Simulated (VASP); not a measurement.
Level of theory: PBE GGA with D3 dispersion (Becke-Johnson damping), VASP's PBE PAW potentials (set 64) (plane waves; VASP 6.6.1).

The input files of a VASP run:

**INCAR**
```
SYSTEM = Ta
PREC = Accurate; ENCUT = 520; LREAL = .False.
LASPH = .True.
EDIFF = 1E-6; NELM = 100; ALGO = Normal
LMAXMIX = 6
ISMEAR = 1; SIGMA = 0.1
GGA = PE; IVDW = 12
IBRION = 2; NSW = 60; ISIF = 3
EDIFFG = -0.01
LWAVE = .False.; LCHARG = .False.
```

POSCAR:
```
Ta
1.0
 -1.6500000000   1.6500000000   1.6500000000
  1.6500000000  -1.6500000000   1.6500000000
  1.6500000000   1.6500000000  -1.6500000000
Ta
1
direct
  0.0000000000   0.0000000000   0.0000000000
```

### KPOINTS
```
Automatic
0
G
 14 14 14
```

POTCAR, in this order: Ta_pv (PBE.64 set). Program: vasp_std.

The run wrote:

**OSZICAR**
```
       N       E                     dE             d eps       ncg     rms          rms(c)
DAV:   1     0.468486878541E+02    0.46849E+02   -0.65860E+03  1880   0.117E+03
DAV:   2    -0.115654894206E+02   -0.58414E+02   -0.57705E+02  2403   0.249E+02
DAV:   3    -0.122643416403E+02   -0.69885E+00   -0.66826E+00  2144   0.269E+01
DAV:   4    -0.122699844464E+02   -0.56428E-02   -0.56301E-02  2090   0.185E+00
DAV:   5    -0.122700303806E+02   -0.45934E-04   -0.45933E-04  2101   0.140E-01    0.136E+01
DAV:   6    -0.119233165359E+02    0.34671E+00   -0.39080E-01  1943   0.765E+00    0.665E+00
DAV:   7    -0.118170258352E+02    0.10629E+00   -0.31592E-01  1964   0.653E+00    0.392E-01
DAV:   8    -0.118156584605E+02    0.13674E-02   -0.19914E-03  2105   0.522E-01    0.854E-02
DAV:   9    -0.118156781229E+02   -0.19662E-04   -0.10570E-04  2041   0.136E-01    0.341E-02
DAV:  10    -0.118156726939E+02    0.54289E-05   -0.38015E-06  1967   0.308E-02    0.881E-03
DAV:  11    -0.118156733442E+02   -0.65029E-06   -0.53786E-08   979   0.350E-03
   1 F= -.12479743E+02 E0= -.12479845E+02  d E =-.124797E+02
       N       E                     dE             d eps       ncg     rms          rms(c)
DAV:   1    -0.118757032190E+02   -0.60031E-01   -0.31512E+00  1903   0.258E+01    0.290E+00
DAV:   2    -0.117981826319E+02    0.77521E-01   -0.10262E-01  1904   0.419E+00    0.984E-01
DAV:   3    -0.117797801184E+02    0.18403E-01   -0.59678E-02  1939   0.305E+00    0.408E-01
DAV:   4    -0.117801517402E+02   -0.37162E-03   -0.68995E-04  2145   0.305E-01    0.438E-02
DAV:   5    -0.117801367792E+02    0.14961E-04   -0.11540E-04  1961   0.134E-01    0.223E-02
DAV:   6    -0.117801365296E+02    0.24955E-06   -0.73272E-07  1567   0.130E-02
   2 F= -.12471793E+02 E0= -.12471878E+02  d E =0.795011E-02
       N       E                     dE             d eps       ncg     rms          rms(c)
DAV:   1    -0.118580717205E+02   -0.77935E-01   -0.16486E+00  1904   0.191E+01    0.203E+00
DAV:   2    -0.118182000054E+02    0.39872E-01   -0.54937E-02  1904   0.297E+00    0.694E-01
DAV:   3    -0.118092833614E+02    0.89166E-02   -0.29129E-02  1940   0.209E+00    0.259E-01
DAV:   4    -0.118094310606E+02   -0.14770E-03   -0.36697E-04  2132   0.222E-01    0.261E-02
DAV:   5    -0.118094315374E+02   -0.47684E-06   -0.22649E-05  1970   0.545E-02    0.148E-02
DAV:   6    -0.118094316188E+02   -0.81332E-07   -0.51327E-07  1199   0.100E-02
   3 F= -.12481285E+02 E0= -.12481420E+02  d E =-.154123E-02
```

OUTCAR:
```
------------------------ aborting loop because EDIFF is reached ----------------------------------------
 Edisp (eV)   -0.67185
  FORCE on cell =-STRESS in cart. coord.  units (eV):
  Direction    XX          YY          ZZ          XY          YZ          ZX
  --------------------------------------------------------------------------------------
  Total      -0.00138    -0.00138    -0.00138     0.00000    -0.00000    -0.00000
  in kB      -0.12455    -0.12455    -0.12455     0.00000    -0.00000    -0.00000
  external pressure =       -0.12 kB  Pullay stress =        0.00 kB
  volume of cell :       17.77
      direct lattice vectors                 reciprocal lattice vectors
    -1.643831648  1.643831648  1.643831648     0.000000000  0.304167401  0.304167401
     1.643831648 -1.643831648  1.643831648     0.304167401  0.000000000  0.304167401
     1.643831648  1.643831648 -1.643831648     0.304167401  0.304167401  0.000000000
 POSITION                                       TOTAL-FORCE (eV/Angst)
 -----------------------------------------------------------------------------------
      0.00000      0.00000     -0.00000        -0.000000      0.000000      0.000000
 -----------------------------------------------------------------------------------
    total drift:                               -0.000000      0.000000      0.000000
  FREE ENERGIE OF THE ION-ELECTRON SYSTEM (eV)
  ---------------------------------------------------
  free  energy   TOTEN  =       -12.4812846043 eV

  energy  without entropy=      -12.4816895440  energy(sigma->0) =      -12.48141958

 reached required accuracy - stopping structural energy minimisation
```
(Selected blocks of OUTCAR.)

File CONTCAR:
```
Ta
   1.00000000000000
    -1.6438316482396840    1.6438316482396840    1.6438316482396840
     1.6438316482396840   -1.6438316482396840    1.6438316482396840
     1.6438316482396840    1.6438316482396840   -1.6438316482396840
  Ta
     1
Direct
     0.0000000000000000    0.0000000000000000    0.0000000000000000
```

The compound is Ta in the bcc structure. This run relaxes it. Symmetry was kept, so distortions that lower it aren't found.
